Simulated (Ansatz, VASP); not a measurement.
**Cross-check of Y2NOF (Y2NOF MXene monolayer) between VASP and Ansatz**

Aim: how closely do two programs agree when they are given the same cell, functional and k mesh? The structure shown is the end of the Ansatz relaxation below.

Program: Ansatz 0.2.0. Level of theory: plane waves, with VASP 6.6.1 beside it; single point at PBEsol with D3(BJ). Results are calculated unless marked as measured.

## (1) The starting structure

The cell holds 5 atoms: 1 F, 2 Y, 1 N and 1 O. Cell: a = 3.480 Å, b = 3.480 Å, c = 41.364 Å, α = 90.0°, β = 90.0°, γ = 120.0°. Vacuum lies along c.

## (2) Ansatz: relaxation, PBEsol with D3(BJ)

Ansatz runs on its default PAW (the set named soft_2) files.

This run makes the geometry at which the two programs are then compared.

The input, input.yaml:

```yaml
crystal:
  lattice:
    - [3.40626, 0.0, 0.0]
    - [-1.70313, 2.9499076919, 0.0]
    - [0.0, 0.0, 41.3643051497]
  atoms:
    - { symbol: F, position: [0.3333333333, 0.6666666667, 0.4375753427] }
    - { symbol: "Y", position: [0.6666666667, 0.3333333333, 0.4654648697] }
    - { symbol: "N", position: [0.0, 0.0, 0.4979571222] }
    - { symbol: "Y", position: [0.3333333333, 0.6666666667, 0.5304493747] }
    - { symbol: O, position: [0.6666666667, 0.3333333333, 0.5624246573] }
  periodic: [true, true, false]
kpoints:
  mp_grid: { grid: [12, 12, 1] }
hamiltonian:
  xc: pbesol
  dispersion: d3bj
scf:
  occupations: { method: fermi_dirac, width: 0.05 }
  convergence: { dr2_threshold: 1.0e-09 }
relax:
  f_tol: 0.004
  max_steps: 90
  cell: {}
output:
  write_potential: true
  write_density: true
  volumetric_format: npy
```

Launch:

```console
$ ansatz run input.yaml --threads 2 --pin off --max-ram 3072MiB --backend cpu --events-out ev --progress --plain --runs-dir out
```

Numbers of over 12 decimals in the logs are rounded to 6 here.

Log:

```text
Warning: relax.cell: scf.convergence.dr2_threshold = 1e-9 eV is looser than the 2.17432757822e-10 eV advised for a relaxation that steers and ends on the stress (1e-10 eV for each atom of the cell: 5, times the square of relax.cell.stress_2d_tol = 0.05 N/m over 15.2 Å (the atoms' height at the walk's start and 5 Å past either face), 3.297e-2 GPa, over a crystal's default 0.05). What an SCF threshold leaves in a stress goes as its square root, and in the free energy as the threshold itself, and one threshold admits the most on a small cell: [figures from the program's tests cut] Set scf.convergence.dr2_threshold to 2.17432757822e-10 eV or tighter. [rest of the remark cut]
Engine: ansatz 0.2.0, aarch64-unknown-linux-gnu
Pseudopotentials: kind: paw
Pseudopotential: F, paw, valence charge 7, recommended cutoff 420 eV (normal), F.paw.azcp
Pseudopotential: Y, paw, valence charge 11, recommended cutoff 420 eV (normal), Y.paw.azcp
Pseudopotential: N, paw, valence charge 5, recommended cutoff 420 eV (normal), N.paw.azcp
Pseudopotential: O, paw, valence charge 6, recommended cutoff 420 eV (normal), O.paw.azcp
Functional definition: PBEsol
  exchange = pbesol_x
  correlation = pbesol_c
Crystal: 5 atoms, lattice volume = 415.635 Å³
Basis set: ecut = 420 eV, 8155 PW (Γ), exchange–correlation on 48×48×576 points (8 copies of the dense FFT grid, shifted against one another)
Bands: 25, of which v1, the nominal top of the filled ones, is band 20 counted from 1 (19 counted from 0)
Symmetry: 6 space group operations
Space group: P3m1 (ITA 156), of the structure as read, at distance tolerance 7.5e-5 Å
k-points: 19 of 144 (time reversal used)
Non-local potential: F, projectors of the file, l = 0: 2, l = 1: 2, l = 2: 1
Non-local potential: Y, projectors of the file, l = 0: 3, l = 1: 2, l = 2: 2, l = 3: 1
Non-local potential: N, projectors of the file, l = 0: 2, l = 1: 2, l = 2: 1
Non-local potential: O, projectors of the file, l = 0: 2, l = 1: 2, l = 2: 1
PAW form: soft (Blöchl's): semilocal exchange-correlation on the pseudo side does not see the compensation charge
PAW frozen core: F, regenerated for the run's functional, and the local potential with it (the file was generated under x = pbe(κ = 0.804, μ = 0.219515), c = pbe(β = 0.066725))
PAW frozen core: Y, regenerated for the run's functional, and the local potential with it (the file was generated under x = pbe(κ = 0.804, μ = 0.219515), c = pbe(β = 0.066725))
PAW frozen core: N, regenerated for the run's functional, and the local potential with it (the file was generated under x = pbe(κ = 0.804, μ = 0.219515), c = pbe(β = 0.066725))
PAW frozen core: O, regenerated for the run's functional, and the local potential with it (the file was generated under x = pbe(κ = 0.804, μ = 0.219515), c = pbe(β = 0.066725))
PAW one-centre angular grid: F, 110 points (default); XC on 64 Gauss nodes
PAW one-centre angular grid: Y, 590 points (default); XC on 64 Gauss nodes
PAW one-centre angular grid: N, 110 points (default); XC on 64 Gauss nodes
PAW one-centre angular grid: O, 110 points (default); XC on 64 Gauss nodes
Initial density: superposition of atomic densities (neutral atoms: chi_scale 0, normalization atom), corrected by the library's trained network
Initial wavefunctions: pseudopotential atomic-orbital guess
Functional: x = pbesol(κ = 0.804, μ = 0.123457), c = pbesol(β = 0.046)
SCF iter   1: F=—  HF=-9337.841264 eV  |F-HF|=—  |Δ(HF+E_count)|=         —  Δρ=7.09e-3  dr2=1.02e0  ethr=1.77e-3  ⟨swp⟩=12.8  Hψ=3814  notcnv=0
preconditioner: auto → Resta (q_TF=auto, 1.847 Å⁻¹)  ε∞=1.5  [insulator: Δε(μ)=1.078 eV  Ē_g=14.607 eV  σ=0.050 eV  W_gap=1.00  n_scr=24 (ndim 8)  ℏωp=10.6 eV  f_vac=0.805  D(μ)=0.00/eV (n_scr^D=0)  ε∞_Penn≈1.5  vacuum switching on, ρ_ref=1.5e-2 e/Å³]
SCF iter   2: F=—  HF=-9340.021034 eV  |F-HF|=—  |Δ(HF+E_count)|=    2.18e0  Δρ=7.11e-2  dr2=1.91e2  ethr=1.77e-3  ⟨swp⟩=4.7  Hψ=1172  notcnv=0  defer=10  recentre
preconditioner: auto → LDOS  [metal: Δε(μ)=0.028 eV  Ē_g=11.238 eV  σ=0.050 eV  W_gap=0.14  n_scr=24 (ndim 8)  ℏωp=9.6 eV  f_vac=0.806  D(μ)=9.86/eV (n_scr^D=26)  β→1.0]
SCF iter   3: F=—  HF=-9337.815484 eV  |F-HF|=—  |Δ(HF+E_count)|=    2.21e0  Δρ=5.96e-3  dr2=8.38e-1  ethr=1.77e-3  ⟨swp⟩=3.7  Hψ=1112  notcnv=0
[...]
SCF iter   4: F=—  HF=-9339.778743 eV  |F-HF|=—  |Δ(HF+E_count)|=   2.94e-6  Δρ=1.32e-5  dr2=7.58e-7  ethr=1.31e-8  ⟨swp⟩=2.6  Hψ=843  notcnv=0
SCF iter   5: F=—  HF=-9339.778906 eV  |F-HF|=—  |Δ(HF+E_count)|=   1.63e-4  Δρ=5.54e-6  dr2=1.03e-7  ethr=1.89e-9  ⟨swp⟩=3.0  Hψ=866  notcnv=0
SCF iter   6: F=—  HF=-9339.778906 eV  |F-HF|=—  |Δ(HF+E_count)|=   1.64e-8  Δρ=2.46e-6  dr2=2.84e-8  ethr=2.58e-10  ⟨swp⟩=3.3  Hψ=997  notcnv=0
SCF iter   7: F=—  HF=-9339.778906 eV  |F-HF|=—  |Δ(HF+E_count)|=  1.24e-10  Δρ=7.50e-7  dr2=2.77e-9  ethr=7.10e-11  ⟨swp⟩=2.9  Hψ=820  notcnv=0
SCF iter   8: F=-9339.778906 eV  HF=-9339.778906 eV  |F-HF|=3.71e-10  |Δ(HF+E_count)|=  6.91e-11  Δρ=3.65e-7  dr2=3.24e-10  ethr=2.50e-12  ⟨swp⟩=11.5  Hψ=3770  notcnv=0
SCF 10 converged in 8 iterations: F = -9339.778906 eV  dr2 = 3.24e-10
relax step  10: F+E_penalty+E_count = -9339.77890613 eV  Δ(F+E_penalty+E_count) = +2.483e-4 eV  max|allowed force component| = 1.735e-3 eV/Å  Δτ_max = 0.0028 Å  P = +0.016 N/m  Ω = 433.701 Å³  energy of the carried Pulay correction = -3.845e-4 eV  fix = [c, alpha, beta]  reactions: c +0.000 N/m  (8 SCF iters, accepted)
iter 1 solved again at ethr=2.54e-7 eV; its pass at ethr=3.10e-3 eV (dr2=1.02e-4 eV) is discarded
SCF iter   1: F=—  HF=-9339.778889 eV  |F-HF|=—  |Δ(HF+E_count)|=         —  Δρ=1.07e-5  dr2=4.63e-8  ethr=2.54e-7  ⟨swp⟩=5.7  Hψ=5399  notcnv=0
eigensolver tolerance schedule: the retry pair's looser diagonalisation over-reported the residual by 2193.55 of it (diagonalisation noise at 0.22 of the residual, at the tolerance the schedule requests for it); recorded, not acted on — ethr = c·dr2/N_el stays at c = 1.0e-1
preconditioner: auto → Resta (q_TF=auto, 1.834 Å⁻¹)  ε∞=1.4  [insulator: Δε(μ)=3.852 eV  Ē_g=16.041 eV  σ=0.050 eV  W_gap=1.00  n_scr=24 (ndim 8)  ℏωp=10.7 eV  f_vac=0.813  D(μ)=0.00/eV (n_scr^D=0)  ε∞_Penn≈1.4  vacuum switching on, ρ_ref=1.9e-2 e/Å³]
SCF iter   2: F=—  HF=-9339.779164 eV  |F-HF|=—  |Δ(HF+E_count)|=   2.75e-4  Δρ=5.76e-6  dr2=4.43e-8  ethr=1.16e-10  ⟨swp⟩=5.4  Hψ=1749  notcnv=0
SCF iter   3: F=—  HF=-9339.779183 eV  |F-HF|=—  |Δ(HF+E_count)|=   1.87e-5  Δρ=3.75e-6  dr2=3.42e-9  ethr=1.11e-10  ⟨swp⟩=2.2  Hψ=704  notcnv=0
SCF iter   4: F=—  HF=-9339.779222 eV  |F-HF|=—  |Δ(HF+E_count)|=   3.90e-5  Δρ=1.06e-6  dr2=4.98e-9  ethr=2.50e-12  ⟨swp⟩=21.2  Hψ=4815  notcnv=0
SCF iter   5: F=-9339.779226 eV  HF=-9339.779225 eV  |F-HF|=4.66e-7  |Δ(HF+E_count)|=   2.97e-6  Δρ=3.58e-7  dr2=5.45e-10  ethr=2.50e-12  ⟨swp⟩=10.6  Hψ=3783  notcnv=0
SCF 11 converged in 5 iterations: F = -9339.779226 eV  dr2 = 5.45e-10
relax step  11: F+E_penalty+E_count = -9339.77922553 eV  Δ(F+E_penalty+E_count) = -3.194e-4 eV  max|allowed force component| = 1.763e-3 eV/Å  Δτ_max = 0.0000 Å  P = +0.019 N/m  Ω = 433.701 Å³  fix = [c, alpha, beta]  reactions: c +0.000 N/m  stress off target by 1.89e-2 N/m on what of the cell is left free  SCF on the basis re-selected at this cell (its energy is not comparable with the rows above)  (5 SCF iters)
basis re-selected at this cell: Δ(F+E_penalty+E_count) = -3.194e-4 eV, ΔP = +0.003 N/m vs the last step (what re-selecting the basis moved, of the pressure what is left beyond the Pulay correction that the steps carried, after the strain that the cell walked since its last selection, with what the two solves' SCF thresholds leave and, on support functions, any second-order correction that the steps lacked; it is no m [...]
WARN: The output density's exchange-correlation potential varies sharply where the density is thin. Do not read a vacuum level from v_tot or v_xc, or from such a field of the output density. On a cell that repeats whose density bears no net charge and no dipole along the vacuum's axis use v_es (v_loc + v_h of the components); under efield.dipole_correction with no amplitude use v_es + v_field, which holds any externa [...]
SCF converged after 5 iterations
Free energy (F): -9339.779226 eV
Harris-Foulkes:  -9339.779225 eV  (|F-HF|=4.66e-7)
Internal energy: -9339.779226 eV  (E = F + TS)
E sigma→0 (E₀):  -9339.779226 eV
Fermi energy:    -4.282841 eV
--- Per-component energies (eV) ---
  E_band       = -783.160396
  E_kinetic    = 1127.076675
  E_local      = -116746.226493  (includes V_loc(G=0)·N_el)
  E_nonlocal   = 270.164999
  E_hartree    = 57734.256071
  E_xc         = -558.951108
  E_vxc        = -673.151138  (∫ρ·V_xc dr)
  E_paw        = -6015.035060  (= ΣΔE_a)
  E_vpaw       = -229.541273  (= ΣTr[D̂ρ^β])
  E_aug_tail   = 0.004582  (compensation charges beyond the density's cutoff)
  E_ewald      = 54849.253772
  E_disp       = -0.726039  (pairwise vdW)
  E_core_change = 0.403375  (= ΣΔE_core)
  E_smearing   = -0.000000  (= −TS)
  E_closure    = 0.000000  (closes the sum)
  Σ components = -9339.779226   (vs F -9339.779226, Δ=0.00e0)
--- Forces (eV/Å), atoms counted from 1 ---
  atom   1  F     -0.00000000    -0.00000000    -0.00059097
  atom   2  Y      0.00000000     0.00000000    -0.00103323
  atom   3  N     -0.00000000    -0.00000000     0.00176762
  atom   4  Y      0.00000000     0.00000000    -0.00099023
  atom   5  O      0.00000000    -0.00000000     0.00087112
  max |Σ_I F_I| component: 2.43e-5 eV/Å
--- 2D stress c σ (N/m, compression-positive) ---
        0.018867       0.000000      -0.000000
        0.000000       0.018867      -0.000000
       -0.000000      -0.000000       0.000000
  P = ½ c Tr σ = 0.0189 N/m
--- Band table (eV; the first three rows and the last of 19) ---
  k-point 0: bands = [... 16 lower, -8.2604, -6.7412, -6.2823, -6.2823, -2.0657 (-2.0657°), -1.2166 (-1.2166°), -1.2166 (-1.2166°), -0.7438, ... 1 higher]
  k-point 1: bands = [... 16 lower, -8.1297, -6.7217, -6.3797, -6.3026, -1.9637 (-1.9637°), -1.3020 (-1.3020°), -1.1257 (-1.1257°), -0.8026, ... 1 higher]
  k-point 2: bands = [... 16 lower, -7.9566, -6.8833, -6.3805, -6.3481, -1.9756 (-1.9756°), -1.2123 (-1.2123°), -0.9504 (-0.9504°), -0.8572, ... 1 higher]
  k-point 18: bands = [... 16 lower, -7.6018, -7.0584, -6.6971, -6.2452, -1.4476, -1.1613, -0.9192, -0.0639, ... 1 higher]
  ° read free of the cell's end (the report's vacuum.weakly_bound_levels)
--- Relaxed structure (9 steps of the walk, 9 accepted, 2 SCFs on fresh bases) ---
  F+E_penalty+E_count = -9339.77922553 eV   max|allowed force component| = 1.763e-3 eV/Å   (the final SCF, on the basis selected at the relaxed cell)
  cell:  # Å, volume = 433.7009 Å³
    - [3.479501, 0, 0]
    - [-1.739751, 3.013336, 0]
    - [0, 0, 41.3643051497]
  atoms:
    - { symbol: F, position: [0.333333, 0.666667, 0.439623] }
    - { symbol: Y, position: [0.666667, 0.333333, 0.468579] }
    - { symbol: N, position: [-2.3889647251614345e-18, 0, 0.495299] }
    - { symbol: Y, position: [0.333333, 0.666667, 0.536442] }
    - { symbol: O, position: [0.666667, 0.333333, 0.553929] }
```

Reading the cycles: dr2 is the Hartree energy of the density residual (eV), the measure of convergence; HF is the Harris–Foulkes estimate of the energy, which meets the free energy F at convergence.

(Continued in part 2 of 2.)

[Lines on the potential files, build, host, timing and source positions are cut from VASP's logs without a mark.]

[Logs are printed without paths, hosts, clocks, repeated set-up lines and the standing remarks that a program may print on its own settings, such as how far it seeks lower states.]

[Hosts, paths, dates, database ids (printed as entryN), source tags and the programs' standing remarks are cut or masked in the printed files.]
